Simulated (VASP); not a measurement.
## A VASP study of ZnS (PBE + D3(BJ)): structure first, properties next

Aim: relax ZnS with PBE + D3(BJ), compute its properties on that cell and hold them against experiment. The steps: full relaxation (PBE + D3(BJ)), second relaxation, density, ELF and potential (PBE + D3(BJ)), band structure (PBE + D3(BJ)), total and projected DOS (PBE + D3(BJ)), field gradients at the nuclei (PBE + D3(BJ)) and vibrations at Γ (PBE + D3(BJ)). The start is a cell from a database of measured crystal structures.

Main program and level: VASP 6.6.1; PBE with D3(BJ); plane waves and PAW (Zn, S).

The experiments to compare with:

“On the Surface Hardening of Zinc Sulfide Windows by Gallium Sulfide” (2024, pmc:11595366) reports for ZnS, sphalerite (zinc blende), by powder X-ray diffraction (untreated commercial multispectral-grade CVD/HIP polycrystalline window): lattice constant a (cubic a, untreated; bracketed figure appears to be the next digit …) 5.411 Å [commercial polycrystalline ceramic window; bracketed digit ambiguous (next digit or …].

“Electronic, vibrational, and thermodynamic properties of ZnS (zincblende and rocksalt structure)” (2009, arxiv:0911.5022) quotes from earlier work for ZnS, zincblende (literature value, sample not described, 19 K): band gap (direct gap E0 at Gamma) 3.85 eV [literature value at 19 K; includes electron-phonon renormalization, which the paper puts …].

The database entry behind the starting cell differs from later determinations by our own check (about 0.1 % short), so it need not match the best structure at ambient conditions.

### 1. The starting structure

Before any relaxation, the start is as follows. Symmetry: F-43m, No. 216, cubic system. Conventional cell: a = 5.404 Å, b = 5.404 Å, c = 5.404 Å, α = 90.00°, β = 90.00°, γ = 90.00°. Nearest to Zn lie 4 S at 2.34 Å. Nearest to S lie 4 Zn at 2.34 Å. Farther neighbours and most contacts between anions are not listed.

### 2. Full relaxation (PBE + D3(BJ))

Properties are meant for the cell that this level of theory prefers, so cell and atoms are relaxed first (ISIF = 3) until forces and stress are small; EDIFFG sets the threshold. PBE, the usual starting point, adds the gradient of the density. A dispersion term adds the long-range attraction that semilocal functionals lack. D3 with Becke-Johnson damping keeps a finite attraction at short range.

Input file INCAR:

```
SYSTEM = ZnS
PREC = Accurate
ENCUT = 400
EDIFF = 1E-06
NELM = 100
ISMEAR = 0
SIGMA = 0.05
LREAL = .FALSE.
ALGO = Normal
GGA = PE
IVDW = 12
NBANDS = 15
LORBIT = 11
LWAVE = .FALSE.
LCHARG = .FALSE.
KPAR = 2
IBRION = 2
NSW = 60
ISIF = 3
EDIFFG = -0.01
```

Input file POSCAR:

```
ZnS
1.0
    0.0000000000      2.7020000000      2.7020000000
    2.7020000000      0.0000000000      2.7020000000
    2.7020000000      2.7020000000      0.0000000000
Zn S
1 1
Direct
    0.2500000000      0.2500000000      0.2500000000
    0.0000000000      0.0000000000      0.0000000000
```

Input file KPOINTS:

```
Automatic mesh
0
Gamma
7 7 7
0 0 0
```

The projector-augmented-wave data sets are Zn and S (PBE family, release 64).

Command:

```console
mpirun -np 2 vasp_std
```

Output:

```text
[banner, memory and clock lines left out]
running    2 mpi-ranks, on    1 nodes
 distrk:  each k-point on    1 cores,    2 groups
 distr:  one band on    1 cores,    1 groups

 POSCAR found type information on POSCAR ZnS
 POSCAR found :  2 types and       2 ions
 LDA part: xc-table for (Slater+PW92), standard interpolation
 POSCAR, INCAR and KPOINTS ok, starting setup
 FFT: planning ... GRIDC
 FFT: planning ... GRID_SOFT
 FFT: planning ... GRID
 WAVECAR not read
 entering main loop
       N       E                     dE             d eps       ncg     rms          rms(c)
DAV:   1     0.718228400381E+02    0.71823E+02   -0.74043E+03   608   0.117E+03
DAV:   2    -0.282389926335E+01   -0.74647E+02   -0.70143E+02   677   0.234E+02
DAV:   3    -0.723005246087E+01   -0.44062E+01   -0.43868E+01   726   0.574E+01
DAV:   4    -0.727225261490E+01   -0.42200E-01   -0.42191E-01   712   0.585E+00
DAV:   5    -0.727271569310E+01   -0.46308E-03   -0.46307E-03   768   0.596E-01    0.686E+00
DAV:   6    -0.686372511454E+01    0.40899E+00   -0.78648E-01   897   0.318E+01    0.534E+00
DAV:   7    -0.684392723177E+01    0.19798E-01   -0.26580E-01   684   0.482E+00    0.274E+00
DAV:   8    -0.684335117543E+01    0.57606E-03   -0.54006E-03   687   0.870E-01    0.737E-01
DAV:   9    -0.684361209104E+01   -0.26092E-03   -0.12862E-03   726   0.295E-01    0.938E-02
DAV:  10    -0.684378029117E+01   -0.16820E-03   -0.21290E-04   678   0.130E-01    0.415E-02
DAV:  11    -0.684377560197E+01    0.46892E-05   -0.29352E-05   740   0.711E-02    0.732E-03
DAV:  12    -0.684377636935E+01   -0.76737E-06   -0.36714E-06   663   0.225E-02
   1 F= -.74601537E+01 E0= -.74601537E+01  d E =-.746015E+01
 curvature:   0.00 expect dE= 0.000E+00 dE for cont linesearch  0.000E+00
 trial: gam= 0.00000 g(F)=  0.557E-46 g(S)=  0.645E-02 ort = 0.000E+00 (trialstep = 0.100E+01)
 search vector abs. value=  0.645E-02
 bond charge predicted
       N       E                     dE             d eps       ncg     rms          rms(c)
DAV:   1    -0.692247049203E+01   -0.78695E-01   -0.10030E+00   733   0.216E+01    0.222E+00
DAV:   2    -0.684271671281E+01    0.79754E-01   -0.25556E-01   747   0.168E+01    0.837E-01
DAV:   3    -0.683366645438E+01    0.90503E-02   -0.10297E-02   796   0.148E+00    0.379E-01
DAV:   4    -0.683142563908E+01    0.22408E-02   -0.19355E-03   789   0.710E-01    0.212E-01
DAV:   5    -0.683108809298E+01    0.33755E-03   -0.33824E-04   902   0.309E-01    0.598E-02
DAV:   6    -0.683105967530E+01    0.28418E-04   -0.88110E-05   742   0.102E-01    0.190E-02
DAV:   7    -0.683106006316E+01   -0.38786E-06   -0.69996E-06   628   0.276E-02
   2 F= -.74623363E+01 E0= -.74623363E+01  d E =-.218256E-02
 trial-energy change:   -0.002183  1 .order   -0.002020   -0.006454    0.002415
 step:   0.7485(harm=  0.7277)  dis= 0.00000  next Energy=    -7.462637 (dE=-0.248E-02)
 bond charge predicted
       N       E                     dE             d eps       ncg     rms          rms(c)
DAV:   1    -0.684081462675E+01   -0.97550E-02   -0.63968E-02   733   0.561E+00    0.548E-01
DAV:   2    -0.683587361611E+01    0.49410E-02   -0.14678E-02   740   0.355E+00    0.212E-01
DAV:   3    -0.683529152628E+01    0.58209E-03   -0.58433E-04   684   0.221E-01    0.958E-02
DAV:   4    -0.683514953563E+01    0.14199E-03   -0.74067E-05   796   0.144E-01    0.496E-02
DAV:   5    -0.683512479085E+01    0.24745E-04   -0.21879E-05   885   0.786E-02    0.101E-02
DAV:   6    -0.683512409297E+01    0.69788E-06   -0.54853E-06   593   0.222E-02
   3 F= -.74626159E+01 E0= -.74626159E+01  d E =-.246220E-02
 curvature:  -0.36 expect dE=-0.118E-05 dE for cont linesearch -0.118E-05
 trial: gam= 0.00000 g(F)=  0.607E-46 g(S)=  0.327E-05 ort =-0.145E-03 (trialstep = 0.950E+00)
 search vector abs. value=  0.327E-05
 reached required accuracy - stopping structural energy minimisation
```

It took 15 s on 2 MPI ranks of AMD EPYC 7R43, shared host; peak memory 0.26 GiB.

The logs omit lines about the potential files and the build; timing stands in the text.

From OUTCAR (step 2):

```text
ion  position               nearest neighbor table
   1  0.250  0.250  0.250-   2 2.34   2 2.34   2 2.34   2 2.34
   2  0.000  0.000  0.000-   1 2.34   1 2.34   1 2.34   1 2.34

  LATTYP: Found a face centered cubic cell.
 ALAT       =     5.4040000000

 Subroutine GETGRP returns: Found 24 space group operations
 (whereof 24 operations were pure point group operations)

The static configuration has the point symmetry T_d .

 Found     20 irreducible k-points:

   k-points           NKPTS =     20   k-points in BZ     NKDIM =     20   number of bands    NBANDS=     15

   dimension x,y,z NGX =    28 NGY =   28 NGZ =   28
   dimension x,y,z NGXF=    56 NGYF=   56 NGZF=   56

   ENCUT  =  400.0 eV  29.40 Ry    5.42 a.u.   6.23  6.23  6.23*2*pi/ulx,y,z

   NELECT =      18.0000    total number of electrons

 k-points in reciprocal lattice and weights: Automatic mesh
   0.00000000  0.00000000  0.00000000       0.003
   0.14285714  0.00000000  0.00000000       0.023
   0.28571429  0.00000000  0.00000000       0.023
   0.42857143  0.00000000  0.00000000       0.023
   0.14285714  0.14285714  0.00000000       0.017
   0.28571429  0.14285714  0.00000000       0.070
   0.42857143  0.14285714  0.00000000       0.070
  -0.42857143  0.14285714  0.00000000       0.070
  -0.28571429  0.14285714  0.00000000       0.070
[...]
-0.42857143  0.42857143  0.14285714       0.070
  -0.28571429  0.42857143  0.14285714       0.070

 Edisp (eV)   -0.63128

 average (electrostatic) potential at core
       1 -36.1419       2 -88.4603

 E-fermi :   2.4767

 k-point     1 :       0.0000    0.0000    0.0000
  band No.  band energies     occupation
    ...
      5      -3.6259      2.00000
      6      -3.6259      2.00000
      7       2.2616      2.00000
      8       2.2616      2.00000
      9       2.2616      2.00000
     10       4.4450      0.00000
     11       8.6441      0.00000
     12       8.6441      0.00000
     13       8.6441      0.00000
     14      14.0420      0.00000
    ...

 k-point     2 :       0.1429    0.0000    0.0000
  band No.  band energies     occupation
    ...
      5      -3.6278      2.00000
      6      -3.6278      2.00000
      7       0.8917      2.00000
      8       2.0683      2.00000
      9       2.0683      2.00000
     10       5.3962      0.00000
     11       8.5857      0.00000
     12       8.9677      0.00000
     13       8.9677      0.00000
     14      13.3477      0.00000
    ...

 k-point     3 :       0.2857    0.0000    0.0000
  band No.  band energies     occupation
    ...
      5      -3.6205      2.00000
      6      -3.6205      2.00000
      7      -1.0881      2.00000
      8       1.6842      2.00000
      9       1.6842      2.00000
     10       5.7806      0.00000
     11       9.3108      0.00000
     12       9.3108      0.00000
     13       9.6229      0.00000
     14      13.4402      0.00000
    ...

 Edisp (eV)   -0.62749

  Total       0.00673     0.00673     0.00673     0.00000    -0.00000    -0.00000
  in kB       0.27764     0.27764     0.27764     0.00000    -0.00000    -0.00000
  external pressure =        0.28 kB  Pullay stress =        0.00 kB

  energy-cutoff  :      400.00
  volume of cell :       38.82
      direct lattice vectors                 reciprocal lattice vectors
     0.000000000  2.687431411  2.687431411    -0.186051260  0.186051260  0.186051260
     2.687431411  0.000000000  2.687431411     0.186051260 -0.186051260  0.186051260
     2.687431411  2.687431411  0.000000000     0.186051260  0.186051260 -0.186051260

 POSITION                                       TOTAL-FORCE (eV/Angst)
 -----------------------------------------------------------------------------------
      1.34372      1.34372      1.34372         0.000000     -0.000000     -0.000000
      0.00000      0.00000      0.00000        -0.000000      0.000000      0.000000
 -----------------------------------------------------------------------------------
    total drift:                               -0.000001     -0.000001     -0.000001

  FREE ENERGIE OF THE ION-ELECTRON SYSTEM (eV)
  ---------------------------------------------------
  free  energy   TOTEN  =        -7.4626159124 eV

  energy  without entropy=       -7.4626159124  energy(sigma->0) =       -7.46261591

 reached required accuracy - stopping structural energy minimisation

 total charge
# of ion       s       p       d       tot
------------------------------------------
    1        0.524   0.490   9.801  10.815
    2        1.314   2.445   0.000   3.759
--------------------------------------------------
tot          1.839   2.935   9.801  14.574

[... 3 further parts left out ...]
```

CONTCAR:

```
ZnS
   1.00000000000000
     0.0000000000000000    2.6874314106753872    2.6874314106753872
     2.6874314106753872    0.0000000000000000    2.6874314106753872
     2.6874314106753872    2.6874314106753872    0.0000000000000000
  Zn              S
     1     1
Direct
     0.2500000000000000    0.2500000000000000    0.2500000000000000
     0.0000000000000000    0.0000000000000000    0.0000000000000000
```

The gap is read on the k-mesh alone, so it is an upper bound where the band edges lie off the mesh. The run keeps the 24 symmetry operations of its start, so it cannot find a distortion of lower symmetry.

The steps of the relaxation:

```tsv
step	energy less that of the first step (eV)	largest force (eV/Å)	pressure (GPa)	volume (Å³)
1	0.0000	0.0000	-1.21	39.45
2	-0.0022	0.0000	0.46	38.61
3	-0.0025	0.0000	0.03	38.82
```

```tsv
conventional cell, symmetrised	before	after	change
a (Å)	5.404	5.375	-0.5 %
b (Å)	5.404	5.375	-0.5 %
c (Å)	5.404	5.375	-0.5 %
volume (Å³/atom)	19.73	19.41	-1.6 %
```

The relaxed structure:

```xyz
2
Lattice="0.0000 2.6874 2.6874 2.6874 0.0000 2.6874 2.6874 2.6874 0.0000" Properties=species:S:1:pos:R:3 pbc="T T T"
Zn    1.3437    1.3437    1.3437
S     0.0000    0.0000    0.0000
```

Numbers from this step:

```
electrons                       : 18
bands                           : 15
irreducible k-points            : 20
symmetry operations             : 24
free energy (TOTEN)             : -7.463 eV
Fermi energy                    : 2.477 eV
pressure                        : 0.02776 GPa
metallic                        : no
valence top at k                : 0, 0, 0
conduction bottom at k          : 0, 0, 0
least direct gap at k           : 0, 0, 0
SCF cycles over all ionic steps : 25
gap on the k-mesh               : 2.183 eV
least direct gap on the k-mesh  : 2.183 eV
```

It ends with forces that vanish by symmetry and a pressure of 0.03 GPa. The volume lies -1.6 % from that of the database's start, which holds the thermal and zero-point expansion of its experiment.

### 3. Second relaxation

A relaxation keeps the plane waves of the cell it began with, so it is repeated from the new cell, on a basis made for it.

INCAR is that of step 2.

Input file POSCAR:

```
ZnS
1.0
    0.0000000000      2.6874314107      2.6874314107
    2.6874314107      0.0000000000      2.6874314107
    2.6874314107      2.6874314107      0.0000000000
Zn S
1 1
Direct
    0.2500000000      0.2500000000      0.2500000000
    0.0000000000      0.0000000000      0.0000000000
```

KPOINTS is that of step 2.

Command:

```console
mpirun -np 2 vasp_std
```

Output:

```text
[... set-up lines as in an earlier step ...]
 entering main loop
       N       E                     dE             d eps       ncg     rms          rms(c)
DAV:   1     0.706883452983E+02    0.70688E+02   -0.74234E+03   600   0.116E+03
DAV:   2    -0.312784031188E+01   -0.73816E+02   -0.69701E+02   698   0.230E+02
DAV:   3    -0.722481696626E+01   -0.40970E+01   -0.40836E+01   719   0.549E+01
DAV:   4    -0.726337461782E+01   -0.38558E-01   -0.38550E-01   733   0.562E+00
DAV:   5    -0.726382847243E+01   -0.45385E-03   -0.45385E-03   747   0.578E-01    0.708E+00
DAV:   6    -0.685443105267E+01    0.40940E+00   -0.78523E-01   890   0.321E+01    0.549E+00
DAV:   7    -0.683424917007E+01    0.20182E-01   -0.27553E-01   684   0.494E+00    0.281E+00
DAV:   8    -0.683366271087E+01    0.58646E-03   -0.55069E-03   715   0.919E-01    0.764E-01
DAV:   9    -0.683390266020E+01   -0.23995E-03   -0.13312E-03   719   0.298E-01    0.924E-02
DAV:  10    -0.683406645067E+01   -0.16379E-03   -0.20927E-04   671   0.119E-01    0.377E-02
DAV:  11    -0.683406276313E+01    0.36875E-05   -0.26674E-05   740   0.552E-02    0.701E-03
DAV:  12    -0.683406334317E+01   -0.58004E-06   -0.31384E-06   677   0.195E-02
   1 F= -.74615552E+01 E0= -.74615552E+01  d E =-.746156E+01
 curvature:   0.00 expect dE= 0.000E+00 dE for cont linesearch  0.000E+00
 trial: gam= 0.00000 g(F)=  0.120E-45 g(S)=  0.544E-08 ort = 0.000E+00 (trialstep = 0.100E+01)
 search vector abs. value=  0.554E-08
 reached required accuracy - stopping structural energy minimisation
```

Wall time 6.8 s (2 MPI ranks); peak memory 0.26 GiB.

Parts of OUTCAR (step 3):

```text
  LATTYP: Found a face centered cubic cell.
 ALAT       =     5.3748628214

The static configuration has the point symmetry T_d .

 Found     20 irreducible k-points:

   ENCUT  =  400.0 eV  29.40 Ry    5.42 a.u.   6.20  6.20  6.20*2*pi/ulx,y,z

   NELECT =      18.0000    total number of electrons

 E-fermi :   2.4770

 k-point     1 :       0.0000    0.0000    0.0000
  band No.  band energies     occupation
    ...
      5      -3.6252      2.00000
      6      -3.6252      2.00000
      7       2.2621      2.00000
      8       2.2621      2.00000
      9       2.2621      2.00000
     10       4.4448      0.00000
     11       8.6441      0.00000
     12       8.6441      0.00000
     13       8.6441      0.00000
     14      14.0423      0.00000
    ...

 k-point     2 :       0.1429    0.0000    0.0000
  band No.  band energies     occupation
    ...
      5      -3.6271      2.00000
      6      -3.6271      2.00000
      7       0.8921      2.00000
      8       2.0688      2.00000
      9       2.0688      2.00000
     10       5.3961      0.00000
     11       8.5856      0.00000
     12       8.9677      0.00000
     13       8.9677      0.00000
     14      13.3479      0.00000
    ...

 Edisp (eV)   -0.62749

  Total      -0.00027    -0.00027    -0.00027     0.00000     0.00000     0.00000
  in kB      -0.01132    -0.01132    -0.01132     0.00000     0.00000     0.00000
  external pressure =       -0.01 kB  Pullay stress =        0.00 kB

 POSITION                                       TOTAL-FORCE (eV/Angst)
 -----------------------------------------------------------------------------------
      1.34372      1.34372      1.34372         0.000000      0.000000      0.000000
      0.00000      0.00000      0.00000        -0.000000     -0.000000     -0.000000
 -----------------------------------------------------------------------------------
    total drift:                               -0.000001     -0.000001     -0.000001

  FREE ENERGIE OF THE ION-ELECTRON SYSTEM (eV)
  ---------------------------------------------------
  free  energy   TOTEN  =        -7.4615551625 eV

  energy  without entropy=       -7.4615551625  energy(sigma->0) =       -7.46155516

 total charge
# of ion       s       p       d       tot
------------------------------------------
    1        0.524   0.490   9.801  10.815
    2        1.314   2.444   0.000   3.759
--------------------------------------------------
tot          1.839   2.935   9.801  14.574

[... 6 parts as in an earlier step ...]

[... 6 further parts left out ...]
```

Little changed from the start: no atom moved by 0.005 Å and no cell edge by 0.1 %.

This step gave:

* free energy (TOTEN): -7.462 eV
* pressure: -0.001132 GPa
* SCF cycles over all ionic steps: 12

It ends with forces that vanish by symmetry and a pressure of 0.00 GPa. The volume moved by under 0.01 %: the run met its threshold at the first step.

(Part 1 of 3 ends here.)

[Lines on the potential files, build, host, timing and source positions are cut from VASP's logs without a mark.]

[Logs are printed without paths, hosts, clocks, repeated set-up lines and the standing remarks that a program may print on its own settings, such as how far it seeks lower states.]

[Hosts, paths, dates, database ids (printed as entryN), source tags and the programs' standing remarks are cut or masked in the printed files.]

[A measured line is paired with the nearest computed mode of its activity, which favours agreement.]
